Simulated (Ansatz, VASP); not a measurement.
KLaHf2O6: VASP beside Ansatz

```
CELL_PARAMETERS angstrom
0.00000 4.13110 4.13110
4.13110 0.00000 4.13110
4.13110 4.13110 0.00000
ATOMIC_POSITIONS crystal
K 0.00000 0.00000 0.00000
La 0.50000 0.50000 0.50000
Hf 0.25000 0.25000 0.25000
Hf 0.75000 0.75000 0.75000
O 0.50000 0.50000 0.00000
O 0.00000 0.00000 0.50000
O 0.00000 0.50000 0.50000
O 0.50000 0.00000 0.00000
O 0.50000 0.00000 0.50000
O 0.00000 0.50000 0.00000
```

Alike in both runs: task single point; functional PBE; k mesh 4 × 4 × 4; no spin polarisation.

|  | VASP | Ansatz |
| --- | --- | --- |
| version | VASP 6.6.1 | Ansatz 0.2.0 |
| potentials or method | VASP PAW PBE potentials, release 64 (K_sv, La, Hf_pv, O) | plane waves, PAW |
| plane-wave cutoff (eV) | 520 | 420 |
| occupations | gaussian, width 0.01 eV | fixed |
| valence electrons in the cell | 76 | 108 |

|  | VASP | Ansatz | Ansatz less VASP |
| --- | --- | --- | --- |
| gap on the k mesh at the Fermi level (eV) | 2.60 | 2.57 | -0.029 |

The two sets of potentials don't hold the same shells in valence.

Caveats: spin-orbit coupling is left out, which moves the levels of the heavy elements. Expect the measured gap to be larger: semilocal functionals such as PBE lack the derivative discontinuity. A k mesh can miss the band edges.
